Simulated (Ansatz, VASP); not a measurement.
# Te: VASP beside Ansatz, part 2 of 2

Aim: how closely do two programs agree when they are given the same cell, functional and k mesh? The cell is taken from a series of VASP runs on this material, whose earlier steps may have relaxed, scaled or displaced it; both programs get it as it stands. Valence electrons are named where the data sets of a main pair hold unlike numbers.

VASP 6.6.1 and Ansatz 0.2.0.

So far: Starting point; VASP: band structure, PBE0.

## 3. Ansatz: band structure, PBE0

Level of this step: Ansatz beside VASP: Kohn-Sham DFT, plane waves, PBE0 (Ansatz).

Ansatz runs on its default PAW (the set named soft_2) files.

The same cell, functional, mesh and smearing now go to Ansatz, which takes its cutoff from its data sets.

The input, input.yaml:

```yaml
crystal:
  lattice:
    - [4.4572, 0.0, 0.0]
    - [-2.2286, 3.8600484297, 0.0]
    - [0.0, 0.0, 5.929]
  atoms:
    - { symbol: Te, position: [0.7367, 0.7367, 0.0] }
    - { symbol: Te, position: [0.0, 0.2633, 0.6666666667] }
    - { symbol: Te, position: [0.2633, 0.0, 0.3333333333] }
hamiltonian:
  xc: pbe0
  pseudopotentials: { kind: paw }
kpoints:
  mp_grid: { grid: [4, 4, 3] }
  band_path:
    path:
      - [0.0, 0.0, 0.0]
      - [0.44444, 0.0, 0.0]
      - [0.38889, 0.22222, 0.0]
      - [0.18519, 0.18519, 0.0]
      - [0.0, 0.0, 0.11111]
      - [0.0, 0.0, 0.5]
      - [0.44444, 0.0, 0.5]
      - [0.38889, 0.22222, 0.5]
      - [0.35185, 0.2963, 0.5]
      - [0.33333, 0.33333, 0.5]
      - [0.18519, 0.18519, 0.5]
      - [0.5, 0.0, 0.38889]
      - [0.33333, 0.33333, 0.0]
      - [0.33333, 0.33333, 0.5]
    npoints: 1
scf:
  occupations: { method: gaussian, width: 0.03 }
  n_extra_bands: 7
output:
  forces: true
  stress: true
  eigenvalues: true
```

Run with:

```console
$ ansatz run input.yaml --threads 4 --pin off --max-ram 9216MiB --backend cpu --events-out ev --progress --plain --runs-dir out
```

Numbers of over 12 decimals in the logs are rounded to 6 here.

The program printed:

```text
Warning: output.stress: scf.convergence.dr2_threshold = 1e-7 eV (the SCF's general default) is looser than the 3e-10 eV advised for a printed stress (1e-10 eV for each atom of the cell: 3). What an SCF threshold leaves in a stress goes as its square root, and in the free energy as the threshold itself, and one threshold admits the most on a small cell: [figures from the program's tests cut] Set scf.convergence.dr2_threshold to 3e-10 eV or tighter. The threshold is an SCF's pass mark: one that does not reach it within its budget of iterations ends unconverged, or closes short of it on a stop that the run arms, and scf.convergence.dr2_threshold's page says what that costs each kind of run
Warning: output.stress: scf.exx.energy_threshold = 1e-6 eV is looser than the 3e-8 eV advised for a stress under a hybrid functional (1e-8 eV for each atom of the cell: 3). Every SCF of the exchange loop can meet its threshold on dr2 while the loop round them stops early: no threshold on dr2 bounds what that leaves in the stress. Set scf.exx.energy_threshold to 3e-8 eV or tighter. The threshold is the loop's pass mark: a loop that does not reach it within its budget of cycles ends unconverged, and scf.exx.energy_threshold's page has the law
scf.n_extra_bands = 7 over 24 filled bands (N_el = 48.0): the run solves 31 bands
Engine: ansatz 0.2.0, aarch64-unknown-linux-gnu
Pseudopotentials: kind: paw
Pseudopotential: Te, paw, valence charge 16, recommended cutoff 420 eV (normal), Te.paw.azcp
Functional definition: PBE0
  parameter a = 0.25
  parameter kappa = 0.804
  parameter beta = 0.066725
  exchange = (1 - a)*pbe_x(kappa = kappa, mu = beta*pi^2/3) + a*exact_x
  correlation = pbe_c(beta = beta)
Crystal: 3 atoms, lattice volume = 102.008 Å³
Basis set: ecut = 420 eV, 2017 PW (Γ), exchange–correlation on 60×60×80 points (8 copies of the dense FFT grid, shifted against one another)
Bands: 31, of which v1, the nominal top of the filled ones, is band 24 counted from 1 (23 counted from 0)
Symmetry: 6 space group operations
Space group: P3121 (ITA 152), of the structure as read, at distance tolerance 4.7e-5 Å
k-points: 9 of 48 (time reversal used)
Non-local potential: Te, projectors of the file, l = 0: 2, l = 1: 2, l = 2: 2, l = 3: 2
PAW form: soft (Blöchl's): semilocal exchange-correlation on the pseudo side does not see the compensation charge
PAW frozen core: Te, regenerated for the run's functional, and the local potential with it (the file was generated under x = pbe(κ = 0.804, μ = 0.219515), c = pbe(β = 0.066725))
PAW one-centre angular grid: Te, 590 points (default); XC on 64 Gauss nodes
Initial density: superposition of atomic densities (neutral atoms: chi_scale 0, normalization atom), corrected by the library's trained network
Initial wavefunctions: pseudopotential atomic-orbital guess
Functional: x = pbe(κ = 0.804, μ = 0.219515), c = pbe(β = 0.066725), warm-up for x = 0.75 pbe(κ = 0.804, μ = 0.219515) + 0.25 exact, c = pbe(β = 0.066725)
SCF iter   1: F=—  HF=-20939.813586 eV  |F-HF|=—  |Δ(HF+E_count)|=         —  Δρ=1.33e-3  dr2=1.18e-3  ethr=1.77e-3  ⟨swp⟩=12.6  Hψ=1275  notcnv=0
preconditioner: auto → none  [insulator: Δε(μ)=0.907 eV  Ē_g=9.889 eV  σ=0.030 eV  W_gap=1.00  n_scr=22 (ndim 8)  ℏωp=15.6 eV  f_vac=0.028  D(μ)=0.00/eV (n_scr^D=0)]
SCF iter   2: F=—  HF=-20939.815209 eV  |F-HF|=—  |Δ(HF+E_count)|=   1.62e-3  Δρ=6.51e-4  dr2=2.23e-4  ethr=2.46e-6  ⟨swp⟩=5.9  Hψ=878  notcnv=0  defer=8
SCF iter   3: F=-20939.815632 eV  HF=-20939.815562 eV  |F-HF|=7.03e-5  |Δ(HF+E_count)|=   3.53e-4  Δρ=2.65e-4  dr2=3.80e-5  ethr=4.64e-7  ⟨swp⟩=3.3  Hψ=597  notcnv=0  defer=5
SCF 1 stopped early in 3 iterations: F = -20939.815632 eV  dr2 = 3.80e-5
  greatest PAW one-centre occupation: 0.998 electrons in one spin orbital (limit 2), on the Te atom at site 2 (counted from 0), in its partial waves of l = 2
Initial density: handed on by an earlier stage of this run
Initial wavefunctions: those handed on with the density
Functional: x = 0.75 pbe(κ = 0.804, μ = 0.219515) + 0.25 exact, c = pbe(β = 0.066725)
Frozen-core exchange: fock
SCF iter   1: F=—  HF=-20950.332204 eV  |F-HF|=—  |Δ(HF+E_count)|=         —  Δρ=4.08e-3  dr2=1.24e-2  ethr=7.91e-7  ⟨swp⟩=9.6  Hψ=1373  notcnv=0
preconditioner: auto → none  [insulator: Δε(μ)=1.945 eV  Ē_g=11.773 eV  σ=0.030 eV  W_gap=1.00  n_scr=22 (ndim 8)  ℏωp=15.6 eV  f_vac=0.026  D(μ)=0.00/eV (n_scr^D=0)]
SCF iter   2: F=—  HF=-20950.328494 eV  |F-HF|=—  |Δ(HF+E_count)|=   3.71e-3  Δρ=1.78e-3  dr2=6.23e-3  ethr=7.91e-7  ⟨swp⟩=4.0  Hψ=974  notcnv=0
SCF iter   3: F=—  HF=-20950.348253 eV  |F-HF|=—  |Δ(HF+E_count)|=   1.98e-2  Δρ=1.21e-3  dr2=1.57e-3  ethr=7.91e-7  ⟨swp⟩=4.0  Hψ=910  notcnv=0
iter 4 solved again at ethr=3.06e-8 eV; its pass at ethr=7.91e-7 eV (dr2=1.47e-5 eV) is discarded
SCF iter   4: F=—  HF=-20950.347915 eV  |F-HF|=—  |Δ(HF+E_count)|=   3.38e-4  Δρ=1.44e-4  dr2=3.52e-4  ethr=3.06e-8  ⟨swp⟩=3.0  Hψ=1235  notcnv=0
SCF iter   5: F=—  HF=-20950.349193 eV  |F-HF|=—  |Δ(HF+E_count)|=   1.28e-3  Δρ=2.30e-4  dr2=7.18e-5  ethr=2.90e-8  ⟨swp⟩=4.2  Hψ=800  notcnv=0
SCF iter   6: F=-20950.349288 eV  HF=-20950.349289 eV  |F-HF|=1.70e-6  |Δ(HF+E_count)|=   9.64e-5  Δρ=7.05e-5  dr2=6.29e-6  ethr=2.90e-8  ⟨swp⟩=4.0  Hψ=671  notcnv=0
SCF 2 stopped early in 6 iterations: F = -20950.349288 eV  dr2 = 6.29e-6
  Residual-converged pass: ⟨swp⟩=4.1  Hψ=783  notcnv=0  max |occ|·‖R‖ = 6.3e-6 eV (tolerance 6.7e-6 eV)  dr2=6.23e-6  dr2_onsite=9.40e-8  max |Δocc| = 0.0e0
  greatest PAW one-centre occupation: 0.998 electrons in one spin orbital (limit 2), on the Te atom at site 1 (counted from 0), in its partial waves of l = 2
hybrid outer 1: dexx = +2.795e-2 eV, tail = 2.09e-4 eV
Frozen-core exchange: fock
SCF iter   1: F=—  HF=-20950.349481 eV  |F-HF|=—  |Δ(HF+E_count)|=         —  Δρ=2.76e-5  dr2=9.62e-7  ethr=2.18e-6  ⟨swp⟩=4.2  Hψ=615  notcnv=0
preconditioner: auto → none  [insulator: Δε(μ)=2.031 eV  Ē_g=11.801 eV  σ=0.030 eV  W_gap=1.00  n_scr=22 (ndim 8)  ℏωp=15.6 eV  f_vac=0.025  D(μ)=0.00/eV (n_scr^D=0)]
SCF iter   2: F=—  HF=-20950.349484 eV  |F-HF|=—  |Δ(HF+E_count)|=   2.49e-6  Δρ=2.03e-5  dr2=3.64e-7  ethr=1.40e-9  ⟨swp⟩=4.6  Hψ=939  notcnv=0
SCF iter   3: F=—  HF=-20950.349484 eV  |F-HF|=—  |Δ(HF+E_count)|=   8.57e-8  Δρ=4.30e-6  dr2=1.38e-8  ethr=6.87e-10  ⟨swp⟩=3.8  Hψ=597  notcnv=0  defer=2
SCF iter   4: F=-20950.349484 eV  HF=-20950.349484 eV  |F-HF|=6.15e-10  |Δ(HF+E_count)|=   2.40e-9  Δρ=1.26e-6  dr2=1.12e-9  ethr=2.57e-11  ⟨swp⟩=4.8  Hψ=863  notcnv=0  defer=4
SCF 3 converged in 4 iterations: F = -20950.349484 eV  dr2 = 1.12e-9
  Residual-converged pass: ⟨swp⟩=3.6  Hψ=702  notcnv=0  max |occ|·‖R‖ = 5.3e-7 eV (tolerance 5.4e-7 eV)  dr2=1.11e-9  dr2_onsite=3.03e-10  max |Δocc| = 0.0e0
hybrid outer 2: dexx = +2.523e-6 eV, tail = 4.80e-8 eV, Δε = 1.93e-3 eV (about 6.98e-5 eV left of the loop's levels), ΔF = 3.26e-3 eV/Å (tail 1.01e-3)
Frozen-core exchange: fock
SCF iter   1: F=—  HF=-20950.349484 eV  |F-HF|=—  |Δ(HF+E_count)|=         —  Δρ=1.65e-6  dr2=1.94e-9  ethr=5.00e-10  ⟨swp⟩=7.8  Hψ=694  notcnv=0
SCF iter   2: F=-20950.349484 eV  HF=-20950.349484 eV  |F-HF|=7.64e-11  |Δ(HF+E_count)|=  6.55e-10  Δρ=9.14e-7  dr2=4.38e-10  ethr=3.81e-12  ⟨swp⟩=4.4  Hψ=744  notcnv=0  defer=3
SCF 4 converged in 2 iterations: F = -20950.349484 eV  dr2 = 4.38e-10
  Residual-converged pass: ⟨swp⟩=3.0  Hψ=564  notcnv=0  max |occ|·‖R‖ = 7.6e-7 eV (tolerance 8.1e-7 eV)  dr2=4.41e-10  dr2_onsite=7.17e-11  max |Δocc| = 0.0e0
hybrid outer 3: dexx = +1.075e-9 eV, tail = 1.05e-9 eV, Δε = 2.90e-5 eV (about 7.42e-6 eV left of the loop's levels), ΔF = 2.32e-4 eV/Å (tail 1.24e-4)
NSCF: frozen V_eff on 14 k-points
hybrid SCF converged: 3 outer / 12 inner (+3 warm-up), last move |dexx| = 1.07e-9 eV, tail = 1.05e-9 eV
Stability not checked: this state was not tested for a lower state beside it, because the functional holds exact exchange (a hybrid, or Hartree-Fock), whose exchange loop this test does not read (fock_operator; see scf.lower_state_search)
Free energy (F): -20950.349484 eV
Frozen-core exchange: fock
Harris-Foulkes:  -20950.349484 eV  (|F-HF|=7.64e-11)
Internal energy: -20950.349484 eV  (E = F + TS)
E sigma→0 (E₀):  -20950.349484 eV
Fermi energy:    8.798785 eV
--- Per-component energies (eV) ---
  E_band       = -920.743422
  E_kinetic    = 539.180060
  E_local      = -3840.989554  (includes V_loc(G=0)·N_el)
  E_nonlocal   = -934.725784
  E_hartree    = 2442.946410
  E_xc         = -287.242697
  E_vxc        = -241.195531  (∫ρ·V_xc dr)
  E_exx        = -154.847907  (= α·E_x^exact, valence–valence)
  E_paw        = -13927.264847  (= ΣΔE_a)
  E_vpaw       = -1019.209377  (= ΣTr[D̂ρ^β])
  E_aug_tail   = -0.000544  (compensation charges beyond the density's cutoff)
  E_ewald      = -4786.899832
  E_core_change = -0.504791  (= ΣΔE_core)
  E_smearing   = -0.000000  (= −TS)
  E_closure    = 0.000000  (closes the sum)
  Σ components = -20950.349484   (vs F -20950.349484, Δ=0.00e0)
--- Forces (eV/Å), atoms counted from 1 ---
  atom   1  Te     0.10681828     0.18501468     0.00000000
  atom   2  Te     0.10681828    -0.18501468     0.00000000
  atom   3  Te    -0.21363655    -0.00000000    -0.00000000
  max |Σ_I F_I| component: 2.78e-17 eV/Å
--- Stress (GPa, compression-positive) ---
        0.761192       0.000000      -0.000000
        0.000000       0.761192       0.000000
       -0.000000       0.000000      -0.378096
  P = ⅓ Tr σ = 0.3814 GPa (3.814 kbar)
--- Band table (eV; the first three rows and the last of 9) ---
  k-point 0: bands = [... 20 lower, 5.0806, 6.1766, 6.1766, 7.1538, 10.2855, 10.2855, 10.9998, 14.3389, ... 3 higher]
  k-point 1: bands = [... 20 lower, 5.2808, 6.3953, 6.5778, 7.0260, 9.8140, 9.8160, 10.1761, 13.5787, ... 3 higher]
  k-point 2: bands = [... 20 lower, 4.2955, 6.3856, 6.9325, 7.1240, 10.1449, 10.3810, 11.2657, 13.1920, ... 3 higher]
  k-point 8: bands = [... 20 lower, 3.5427, 5.4415, 7.0363, 7.7828, 9.9476, 10.9282, 12.0402, 14.2279, ... 3 higher]
```

Wall time 65 s (4 threads of Arm Neoverse V1, shared host); peak memory 0.98 GiB; 4 min of CPU time.

## 4. Comparison

Known differences besides the potentials themselves: exact exchange at q = 0 is treated differently, which shows on coarse meshes; VASP keeps PBE cores, Ansatz makes them for the functional; the data sets hold 48 valence electrons in Ansatz (on its default PAW (the set named soft_2) files) and 18 in VASP; the cutoff is 420 eV in Ansatz and 350 eV in VASP; VASP takes a coarser grid for exact exchange (PRECFOCK = Fast). Total energies have different zeros and are not compared.

Compared:

```
                     quantity  Ansatz   VASP  difference
gap over the path points (eV)   1.131  1.074      +0.056
```

Forces (eV/Å; atoms numbered as in POSCAR):

```csv
atom,"Ansatz x, y, z","VASP x, y, z"
Te1,"0.107, 0.185, 0.000","0.128, 0.222, 0.000"
Te2,"0.107, -0.185, 0.000","0.128, -0.222, 0.000"
Te3,"-0.214, 0.000, 0.000","-0.256, 0.000, 0.000"
```

Levels at points of the path, from each program's valence-band top (eV; 4 filled, then empty):

```csv
k (reciprocal lattice),Ansatz,VASP
0.000 0.000 0.000,-3.06 -1.97 -1.97 -0.99 2.14 2.14 2.86,-3.07 -1.97 -1.97 -0.99 2.15 2.15 2.90
0.444 0.000 0.000,-4.17 -3.72 -1.28 -1.03 1.99 2.13 4.20,-4.16 -3.71 -1.26 -1.01 1.97 2.13 4.22
0.389 0.222 0.000,-3.74 -3.72 -2.61 -2.58 3.40 3.84 4.76,-3.74 -3.71 -2.61 -2.57 3.42 3.86 4.79
0.185 0.185 0.000,-3.46 -2.30 -1.80 -1.74 2.84 2.94 3.30,-3.46 -2.29 -1.78 -1.73 2.85 2.92 3.33
0.000 0.000 0.111,-2.88 -1.93 -1.91 -1.00 2.05 2.06 2.72,-2.88 -1.93 -1.92 -1.00 2.06 2.07 2.76
0.000 0.000 0.500,-3.02 -1.67 -1.29 -1.29 1.55 1.67 1.67,-3.00 -1.65 -1.29 -1.29 1.58 1.66 1.66
0.444 0.000 0.500,-4.06 -2.73 -2.37 -0.34 1.90 3.10 3.76,-4.06 -2.72 -2.36 -0.34 1.89 3.12 3.79
0.389 0.222 0.500,-5.31 -1.41 -0.81 -0.03 1.52 2.56 2.93,-5.29 -1.39 -0.81 -0.03 1.49 2.58 2.95
0.352 0.296 0.500,-5.63 -1.25 -0.18 0.00 1.20 2.52 2.62,-5.61 -1.23 -0.18 0.00 1.15 2.54 2.64
0.333 0.333 0.500,-5.68 -1.23 -0.03 -0.03 1.13 2.54 2.54,-5.66 -1.21 -0.03 -0.03 1.07 2.57 2.57
```

The forces differ by 25 meV/Å r.m.s., which is 16.6 % of the r.m.s. force of 0.148 eV/Å (both taken over all components). Among the levels compared at these points, filled levels agree within 23 meV and empty ones within 56 meV.

## 5. Other set-ups

Further runs change the set-up of one program: Ansatz's method, potentials or start, or VASP's data sets, cutoff or form of LDA. The table gives Ansatz less VASP for each quantity, since a change that brings one quantity closer may part another.

| run | r.m.s. force difference (meV/Å) | gap over the path points (eV) |
| --- | --- | --- |
| as above | 25 | 0.056 |
| cores kept as stored | 24 | 0.056 |
| Ansatz's larger PAW set (cutoff 430 eV) | 24 | 0.060 |

## 6. What came out

- r.m.s. force difference (band structure, PBE0): 25 meV/Å
- difference in gap over the path points (band structure, PBE0): 0.056 eV

What this shows: The r.m.s. force difference is 25 meV/Å (band structure, PBE0), beyond the 12 meV/Å picked in this series as the mark of a large difference. The data sets hold unlike numbers of valence electrons (48 in Ansatz and 18 in VASP), so part of the differences comes from the potentials. For band structure, PBE0, no further run moves any of the tabulated differences by more than a quarter of its size. 1 further run of this series is not shown here. Such differences can come from data sets, numerical settings and the points named under the comparisons, not from the functional's error against experiment.

[Lines on the potential files, build, host, timing and source positions are cut from VASP's logs without a mark.]

[Logs are printed without paths, hosts, clocks, repeated set-up lines and the standing remarks that a program may print on its own settings, such as how far it seeks lower states.]

[Hosts, paths, dates, database ids (printed as entryN), source tags and the programs' standing remarks are cut or masked in the printed files.]
